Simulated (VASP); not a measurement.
Computed with optB88-vdW, VASP's PBE PAW potentials (set 64) (plane waves; VASP).

VASP ran on this input.

POSCAR:
```
Sn
1.0
 -2.9681589149   2.9681589149   1.6173547034
  2.9681589149  -2.9681589149   1.6173547034
  2.9681589149   2.9681589149  -1.6173547034
Sn
2
Direct
  0.2500000000   0.7500000000   0.5000000000
  0.0000000000   1.0000000000   0.0000000000
```

INCAR:
```
# general
SYSTEM  =Sn
PREC    =Accurate
ENCUT   =520
LREAL   =F
LASPH   =T

# electronic loop
EDIFF   =1E-6
NELM    =100
ALGO    =Normal
LMAXMIX =4

# smearing
ISMEAR  =1
SIGMA   =0.1

# functional
GGA     =BO
LUSE_VDW=T
AGGAC   =0.0
PARAM1  =0.1833333333
PARAM2  =0.22

# ions
IBRION  =2
NSW     =60
ISIF    =3
EDIFFG  =-0.01

# output
LWAVE   =F
LCHARG  =F
```

File KPOINTS:
```
Regular mesh
0
gamma
 12 12 12
```

POTCAR, in this order: Sn_d (PBE.64 set). Program: vasp_std.

Task: What will the output report for the number of irreducible k-points (NKPTS), largest plane-wave count, number of space-group operations, FFT grid (NGX, NGY, NGZ)?

Result: 
```yaml
number of irreducible k-points (NKPTS): 163
largest_plane_wave_count: 1551
number_of_space_group_operations: 16
FFT grid (NGX, NGY, NGZ): 36 × 36 × 36
```

The compound is Sn in the beta structure. It was relaxed first, which changed the volume by +5 %. The start is the result of an earlier pass.
